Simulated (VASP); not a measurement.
Method: PBE GGA with D3 dispersion (Becke-Johnson damping), VASP's PBE PAW potentials (set 64) (plane waves; VASP).

Input for VASP

**INCAR**
```
NEDOS  =  601
IVDW  =  12
LMAXMIX  =  4   ! l cut-off of mixed one-centre charges
NELM  =  100   ! most electronic steps
PREC  =  Accurate
ISMEAR  =  -5
LWAVE  =  .False.
EDIFF  =  1E-7   ! SCF stop (eV)
ALGO  =  Normal   ! blocked Davidson
LEFG  =  .True.
SYSTEM  =  Ga
ISIF  =  2   ! forces and stress, cell fixed
LREAL  =  .False.   ! projection in real space or not
LCHARG  =  .True.
GGA  =  PE
LORBIT  =  11   ! lm-projected
LASPH  =  .True.
ENCUT  =  520   ! plane-wave cut-off (eV)
```

### POSCAR
```
Ga
1
    2.2227965584    -3.8245452305     0.0000000000
    2.2227965584     3.8245452305    -0.0000000000
    0.0000000000     0.0000000000     4.5561081778
Ga
4
Direct
  0.1554533572   0.8445466428   0.9180552815
  0.3445466428   0.6554533572   0.4180552815
  0.6554533572   0.3445466428   0.5819447185
  0.8445466428   0.1554533572   0.0819447185
```

KPOINTS:
```
Automatic
0
G
9 9 8
```

POTCAR, in this order: Ga_d (PBE.64 set). Program: vasp_std.

For a metal the tetrahedron method with Blöchl corrections gives inexact stress and forces.

Question: Estimate the energy per atom (σ→0), dispersion energy, band gap (on the k-mesh).

Answer: 
```
Quantity                                                    Result
------------------------  ----------------------------------------
energy per atom (σ→0)                               -3.197 eV/atom
dispersion energy                                        -1.198 eV
band gap (on the k-mesh)  none (metal, semimetal or under 0.01 eV)
```

OSZICAR:
```
...
DAV:   9    -0.115894130005E+02   -0.13621E-03   -0.10427E-03  8680   0.367E-01    0.255E-02
DAV:  10    -0.115894138835E+02   -0.88300E-06   -0.20226E-04  9028   0.159E-01    0.487E-03
DAV:  11    -0.115894120086E+02    0.18749E-05   -0.30930E-05  8909   0.661E-02    0.443E-03
DAV:  12    -0.115894089099E+02    0.30987E-05   -0.10036E-05  9109   0.384E-02    0.741E-04
DAV:  13    -0.115894090161E+02   -0.10622E-06   -0.11056E-06  9934   0.954E-03    0.424E-04
DAV:  14    -0.115894082863E+02    0.72978E-06   -0.56396E-08  5135   0.239E-03    0.175E-04
DAV:  15    -0.115894083858E+02   -0.99511E-07   -0.19669E-08  4512   0.162E-03
   1 F= -.12787091E+02 E0= -.12787091E+02  d E =0.000000E+00
```

The compound is Ga in the alpha structure. It was relaxed first.
